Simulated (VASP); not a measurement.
Given:

```xyz
7
Lattice="4.2022 0.0000 0.0000 0.0000 4.2022 0.0000 0.0000 0.0000 4.2022" Properties=species:S:1:pos:R:3 pbc="T T T"
Ca     0.0000     0.0000     0.0000
B      0.8475     2.1011     2.1011
B      3.3547     2.1011     2.1011
B      2.1011     0.8475     2.1011
B      2.1011     3.3547     2.1011
B      2.1011     2.1011     0.8475
B      2.1011     2.1011     3.3547
```

All values below come from PBE GGA, VASP's PBE PAW potentials (set 64) (plane waves; VASP 6.6.1). Run with 400 eV cut-off, 10×10×10 Γ-centred mesh, Gaussian smearing of 0.14 eV, potentials Ca_sv B.

At this cut-off the stress carries a Pulay error, which pulls relaxed volumes low.

**Question.** Estimate the energy per atom (σ→0), pressure, largest force.

**Answer.** 
The energy per atom (σ→0) is -6.424 eV/atom and the pressure is -5.53 GPa. The largest force is 0.00402 Ha/bohr.

Only differences to runs with the same potentials and settings are physical.

The structure comes from a computed database's CaB6 entry; how it stands against other phases isn't given here. The cell was not relaxed at this level.
